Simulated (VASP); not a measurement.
Calculation: HSE06 screened hybrid, VASP's PBE PAW potentials (set 64) (plane waves; VASP). For the first row: Numerical set-up: 520 eV cut-off, 6×6×6 Γ-centred mesh, Gaussian smearing of 0.050 eV, potentials Li_sv Cl.

| system | energy (eV/atom) |
|---|---|
| LiCl (rock salt) | -4.2381 |
| Li atom | -0.4301 |
| Cl atom | -1.3265 |

Atoms are spin-polarised in a large box without symmetry, with the spin fixed by Hund's rule, and may not be in the lowest state of each functional; no zero-point energy is added.

Problem. What is the cohesive energy per atom of LiCl?

Solution. The references average (1×(-0.4301) + 1×(-1.3265))/2 = -0.8783 eV, so the cohesive energy is -0.8783 − (-4.2381) = 3.360 eV/atom. Measured: 3.590 eV/atom at 0 K (as given by Daniel Mejia-Rodriguez et al., Physical Review B (2018), arXiv:1807.09216; static lattice: zero-point vibration energy added).

The cell's shape comes from a PBE relaxation.
